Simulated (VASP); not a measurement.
Consider the following.

```
WSi2
1.0
   -1.54376     1.54376     3.79757
    1.54376    -1.54376     3.79757
    1.54376     1.54376    -3.79757
Si W
2 1
Cartesian
  0.00000   0.00000   5.06572
  0.00000   0.00000   2.52942
  0.00000   0.00000   0.00000
```

Computed with PBEsol GGA, VASP's PBE PAW potentials (set 64) (plane waves; VASP). Settings: 500 eV cut-off, 14×14×14 Γ-centred mesh, first-order Methfessel-Paxton smearing of 0.10 eV, potentials Si W_sv.

Energy and stress use the plane-wave basis of the starting cell.

**Question.** The ions, cell shape and volume at an external pressure of 45.0 GPa are relaxed. Give the cell that the relaxation ends in.

**Answer.** 
```
WSi2
1.0
   -1.52183     1.52183     3.75716
    1.52183    -1.52183     3.75716
    1.52183     1.52183    -3.75716
Si W
2 1
Direct
  0.66754   0.66754   0.00000
  0.33246   0.33246   0.00000
  0.00000   0.00000   0.00000
```
Space group I4/mmm (139), at a tolerance of 0.03 Å.

**Question.** How do energy and volume change from the first to the last step?

**Answer.** The energy (σ→0) changes by +107.9 meV/atom and the volume by -3.9 %, in 9 ionic steps.

The compound is WSi2 in the MoSi2 type structure. This run relaxes it under an external pressure of 45 GPa. Symmetry was kept, so distortions that lower it aren't found.
